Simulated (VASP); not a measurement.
Method: PBE GGA, VASP's PBE PAW potentials (set 64) (plane waves; VASP).

VASP ran on this input.

**INCAR**
```
SYSTEM = AgCl
PREC = Accurate; ENCUT = 400; LREAL = .FALSE.
LASPH = .TRUE.
EDIFF = 1E-6; NELM = 100; ALGO = Normal
LMAXMIX = 4
ISMEAR = 0; SIGMA = 0.05
GGA = PE
IBRION = 2; NSW = 60; ISIF = 3
EDIFFG = -0.01
LWAVE = .FALSE.; LCHARG = .FALSE.
```

POSCAR:
```
AgCl
1
    0.0000000000     2.7750000000     2.7750000000
    2.7750000000     0.0000000000     2.7750000000
    2.7750000000     2.7750000000     0.0000000000
Ag Cl
1 1
Direct
  0.0000000000   0.0000000000   0.0000000000
  0.5000000000   0.5000000000   0.5000000000
```

### KPOINTS
```
Automatic mesh
0
gamma
 8 8 8
```

POTCAR, in this order: Ag Cl (PBE.64 set). Program: vasp_std.

The resulting files:

**OUTCAR**
```
 ion  position               nearest neighbor table
   1  0.000  0.000  0.000-   2 2.77   2 2.77   2 2.77   2 2.77   2 2.77   2 2.77
   2  0.500  0.500  0.500-   1 2.77   1 2.77   1 2.77   1 2.77   1 2.77   1 2.77
  LATTYP: Found a face centered cubic cell.
 ALAT       =     5.5500000000
 Subroutine PRICEL returns:
 Original cell was already a primitive cell.
 Subroutine GETGRP returns: Found 48 space group operations
The static configuration has the point symmetry O_h .
The dynamic configuration has the point symmetry O_h .
 Subroutine INISYM returns: Found 48 space group operations
 Subroutine IBZKPT returns following result:
 Found     29 irreducible k-points:

 Following reciprocal coordinates:
            Coordinates               Weight
  0.000000  0.000000  0.000000      1.000000
  0.125000  0.000000  0.000000      8.000000
  0.250000  0.000000  0.000000      8.000000
  0.375000  0.000000  0.000000      8.000000
  0.500000  0.000000  0.000000      4.000000
  0.125000  0.125000  0.000000      6.000000
  0.250000  0.125000  0.000000     24.000000
  0.375000  0.125000  0.000000     24.000000
  0.500000  0.125000  0.000000     24.000000
 -0.375000  0.125000  0.000000     24.000000
 -0.250000  0.125000  0.000000     24.000000
 -0.125000  0.125000  0.000000     12.000000
  0.250000  0.250000  0.000000      6.000000
  0.375000  0.250000  0.000000     24.000000
  0.500000  0.250000  0.000000     24.000000
 -0.375000  0.250000  0.000000     24.000000
 -0.250000  0.250000  0.000000     12.000000
  0.375000  0.375000  0.000000      6.000000
  0.500000  0.375000  0.000000     24.000000
 -0.375000  0.375000  0.000000     12.000000
  0.500000  0.500000  0.000000      3.000000
  0.375000  0.250000  0.125000     24.000000
  0.500000  0.250000  0.125000     48.000000
 -0.375000  0.250000  0.125000     24.000000
...
```

File OSZICAR:
```
       N       E                     dE             d eps       ncg     rms          rms(c)
DAV:   1     0.872879626051E+02    0.87288E+02   -0.77632E+03   810   0.101E+03
DAV:   2    -0.217453684248E+01   -0.89462E+02   -0.83911E+02   904   0.229E+02
DAV:   3    -0.555130695871E+01   -0.33768E+01   -0.33679E+01   874   0.471E+01
DAV:   4    -0.557815734711E+01   -0.26850E-01   -0.26849E-01   844   0.476E+00
DAV:   5    -0.557855224863E+01   -0.39490E-03   -0.39490E-03   889   0.568E-01    0.636E+00
DAV:   6    -0.539921907111E+01    0.17933E+00   -0.32923E-01   812   0.788E+00    0.416E+00
DAV:   7    -0.539557520723E+01    0.36439E-02   -0.10532E-01   759   0.259E+00    0.200E+00
DAV:   8    -0.539487957440E+01    0.69563E-03   -0.54656E-03   784   0.917E-01    0.314E-01
DAV:   9    -0.539494398770E+01   -0.64413E-04   -0.70804E-04   824   0.384E-01    0.439E-02
DAV:  10    -0.539500754452E+01   -0.63557E-04   -0.96032E-05   769   0.983E-02    0.249E-02
DAV:  11    -0.539501483365E+01   -0.72891E-05   -0.72601E-06   819   0.241E-02    0.400E-03
DAV:  12    -0.539501485611E+01   -0.22461E-07   -0.29188E-07   527   0.758E-03
   1 F= -.53950149E+01 E0= -.53950149E+01  d E =-.539501E+01
       N       E                     dE             d eps       ncg     rms          rms(c)
DAV:   1    -0.549378858360E+01   -0.98774E-01   -0.17821E+00   754   0.147E+01    0.213E+00
DAV:   2    -0.540572936610E+01    0.88059E-01   -0.23568E-01   754   0.611E+00    0.679E-01
DAV:   3    -0.539945733900E+01    0.62720E-02   -0.21155E-02   769   0.129E+00    0.499E-01
DAV:   4    -0.539901505176E+01    0.44229E-03   -0.79260E-04   809   0.311E-01    0.124E-01
DAV:   5    -0.539897093844E+01    0.44113E-04   -0.31046E-04   889   0.265E-01    0.229E-02
DAV:   6    -0.539896087001E+01    0.10068E-04   -0.49632E-05   754   0.928E-02    0.861E-03
DAV:   7    -0.539896130698E+01   -0.43697E-06   -0.19502E-06   601   0.209E-02
   2 F= -.53989613E+01 E0= -.53989613E+01  d E =-.394645E-02
       N       E                     dE             d eps       ncg     rms          rms(c)
DAV:   1    -0.539988171662E+01   -0.92085E-03   -0.16626E-02   754   0.142E+00    0.204E-01
DAV:   2    -0.539905616943E+01    0.82555E-03   -0.23215E-03   754   0.587E-01    0.626E-02
DAV:   3    -0.539899802053E+01    0.58149E-04   -0.18581E-04   769   0.116E-01    0.453E-02
DAV:   4    -0.539898992214E+01    0.80984E-05   -0.65149E-06   809   0.262E-02    0.126E-02
DAV:   5    -0.539898764423E+01    0.22779E-05   -0.17608E-06   524   0.207E-02    0.224E-03
DAV:   6    -0.539898752129E+01    0.12295E-06   -0.38689E-07   377   0.754E-03
   3 F= -.53989875E+01 E0= -.53989875E+01  d E =-.397267E-02
```

**OUTCAR**
```
------------------------ aborting loop because EDIFF is reached ----------------------------------------
  FORCE on cell =-STRESS in cart. coord.  units (eV):
  Direction    XX          YY          ZZ          XY          YZ          ZX
  --------------------------------------------------------------------------------------
  Total       -0.0015369     -0.0015369     -0.0015369      0.0000000      0.0000000      0.0000000
  in kB       -0.0561726     -0.0561726     -0.0561726      0.0000000      0.0000000      0.0000000
  external PRESSURE =      -0.0561726 kB  Pullay stress =       0.0000000 kB
  volume of cell :       43.83
      direct lattice vectors                 reciprocal lattice vectors
     0.000000000  2.798529671  2.798529671    -0.178665249  0.178665249  0.178665249
     2.798529671  0.000000000  2.798529671     0.178665249 -0.178665249  0.178665249
     2.798529671  2.798529671  0.000000000     0.178665249  0.178665249 -0.178665249
  FREE ENERGIE OF THE ION-ELECTRON SYSTEM (eV)
  ---------------------------------------------------
  free  energy   TOTEN  =        -5.3989875213 eV

  energy  without entropy=       -5.3989875213  energy(sigma->0) =       -5.39898752

 reached required accuracy - stopping structural energy minimisation
```
(Selected blocks of OUTCAR.)

**CONTCAR**
```
AgCl
   1.00000000000000
     0.0000000000000000    2.7985296712017544    2.7985296712017544
     2.7985296712017544    0.0000000000000000    2.7985296712017544
     2.7985296712017544    2.7985296712017544    0.0000000000000000
  Ag              Cl
     1     1
Direct
     0.0000000000000000    0.0000000000000000    0.0000000000000000
     0.5000000000000000    0.5000000000000000    0.5000000000000000
```

Energy and stress use the plane-wave basis of the starting cell.

The compound is AgCl in the rock salt structure. This run relaxes it. Symmetry was kept, so distortions that lower it aren't found.
